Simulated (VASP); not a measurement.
Method: r2SCAN meta-GGA, VASP's PBE PAW potentials (set 64) (plane waves; VASP).

Input for VASP

KPOINTS_OPT:
```
k-points along high-symmetry lines
10
Line-mode
Reciprocal
  0.000000   0.000000   0.000000 ! GAMMA
  0.000000   0.500000   0.000000 ! X

  0.000000   0.500000   0.000000 ! X
  0.500000   0.500000   0.000000 ! M

  0.500000   0.500000   0.000000 ! M
  0.000000   0.000000   0.000000 ! GAMMA

  0.000000   0.000000   0.000000 ! GAMMA
  0.500000   0.500000   0.500000 ! R

  0.500000   0.500000   0.500000 ! R
  0.000000   0.500000   0.000000 ! X

  0.500000   0.500000   0.500000 ! R
  0.500000   0.500000   0.000000 ! M
```

**INCAR**
```
! general
SYSTEM =TiCo
PREC   =Accurate
ENCUT  =520
LREAL  =.False.
LASPH  =.True.

! electronic loop
EDIFF  =1E-7
NELM   =100
ALGO   =Normal
LMAXMIX=4
LMIXTAU=.True.

! smearing
ISMEAR =-5

! functional
METAGGA=R2SCAN

! ions
ISIF   =2

! output
LWAVE  =.False.
LCHARG =.False.
LORBIT =11
NEDOS  =601
```

### KPOINTS
```
Regular mesh
0
G
 14 14 14
```

File POSCAR:
```
TiCo
2.953150
  0.9999999961   0.0000000000   0.0000000000
  0.0000000000   0.9999999961   0.0000000000
  0.0000000000   0.0000000000   0.9999999961
Ti Co
1 1
Cartesian
  0.0000000000   0.0000000000   0.0000000000
  0.4999999980   0.4999999980   0.4999999980
```

POTCAR, in this order: Ti_sv Co (PBE.64 set). Program: vasp_std.

Question: Predict the energy per atom (σ→0), band gap (over mesh and band path).

Answer: 
The energy per atom (σ→0) is -13.357 eV/atom and the band gap (over mesh and band path) is none (metal, semimetal or under 0.01 eV).

File OSZICAR:
```
...
DAV:  16    -0.267135882719E+02    0.14902E-04   -0.38582E-05  4332   0.943E-02    0.217E-02
DAV:  17    -0.267135943736E+02   -0.61017E-05   -0.16951E-05  4456   0.617E-02    0.572E-03
DAV:  18    -0.267135949338E+02   -0.56020E-06   -0.99830E-07  4150   0.127E-02    0.336E-03
DAV:  19    -0.267135959623E+02   -0.10285E-05   -0.67657E-07  4204   0.110E-02    0.988E-04
DAV:  20    -0.267135963060E+02   -0.34367E-06   -0.10898E-07  2182   0.451E-03    0.372E-04
DAV:  21    -0.267135962162E+02    0.89795E-07   -0.18162E-08  1788   0.192E-03
   1 F= -.26713596E+02 E0= -.26713596E+02  d E =0.000000E+00
       N       E                     dE             ncg
```

The compound is TiCo in the CsCl type structure. It was relaxed first. The run is not spin-polarised, so no magnetic state was tried. The electron count is odd and the run is not spin-polarised, which forces a metal.
